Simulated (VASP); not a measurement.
Input of a VASP 6.6.1 run:

INCAR

```
ALGO = Fast ; EDIFF = 1E-7
ENCUT = 520 ; GGA = PE
ISIF = 2 ; ISMEAR = -1
IVDW = 12 ; LASPH = T
LCHARG = T ; LELF = T
LREAL = Auto ; LVHAR = T
LWAVE = F ; NBANDS = 51
NELM = 100 ; PREC = Accurate
SIGMA = 0.05
```

The input KPOINTS:

```
k-points
0
Gamma
  1 1 1
```

Contents of POSCAR:

```
H2CS2O
1.0
    7.9738730000      0.0000000000      0.0000000000
    0.0000000000      7.9738730000      0.0000000000
    0.0000000000      0.0000000000      7.9738730000
S C O H
6 3 3 6
Direct
    0.9245283000      0.8408779000      0.7132740000
    0.9767946000      1.0094006000      0.3637228000
    0.4491992000      0.3670333000     -0.0250505000
    0.6102760000      0.0180788000      0.0498009000
    1.0503424000      0.6159283000      0.0520664000
    0.8199894000      0.4438659000      0.3178665000
    0.9506615000      0.9251392000      0.5384984000
    0.5297376000      0.1925561000      0.0123752000
    0.9351659000      0.5298971000      0.1849665000
    0.1431033000      0.5590265000      0.5841088000
    0.4007691000      0.8748610000      0.6878540000
    0.9372701000      0.2554325000      0.9375789000
    0.0627498000      0.6076482000      0.5070792000
    0.2506672000      0.5964074000      0.5418360000
    0.3823651000      0.9796598000      0.6292638000
    0.3990222000      0.7912463000      0.5997639000
    0.8516417000      0.3272806000      0.8900400000
    0.9050330000      0.1438355000      0.9020658000
```

Potentials or basis: VASP PAW PBE potentials, release 64 (S, C, O, H).

The run is started by

```bash
$ cat potpaw_PBE.64/S/POTCAR potpaw_PBE.64/C/POTCAR potpaw_PBE.64/O/POTCAR potpaw_PBE.64/H/POTCAR > POTCAR
$ mpirun -np 1 vasp_gam > vasp.out
```

Problem. Predict the band gap on the k mesh.

Solution. 3.38 eV, direct.

Problem. Predict the pressure.

Solution. 0.0 GPa.

Problem. Predict the largest force.

Solution. 0.425 eV/Å.

Problem. What does it give for the dispersion energy per atom?

Solution. -0.059 eV.

Forces in eV/Å, atoms in the order of the input:
```
S   -0.121  0.311 -0.235
S    0.035 -0.049  0.112
S    0.063 -0.219 -0.011
S   -0.190  0.224  0.018
S   -0.160 -0.104  0.348
S    0.087  0.132 -0.101
C   -0.130  0.102  0.147
C   -0.028 -0.093  0.039
C    0.065  0.139 -0.092
O    0.246 -0.318  0.139
O    0.095 -0.056  0.170
O    0.264 -0.017  0.010
H   -0.190 -0.008 -0.154
H    0.084 -0.100 -0.074
H   -0.062  0.212 -0.061
H    0.060 -0.009 -0.069
H   -0.074  0.119 -0.079
H   -0.043 -0.265 -0.107
```

A hybrid or GW would open this gap; PBE tends to underestimate it.
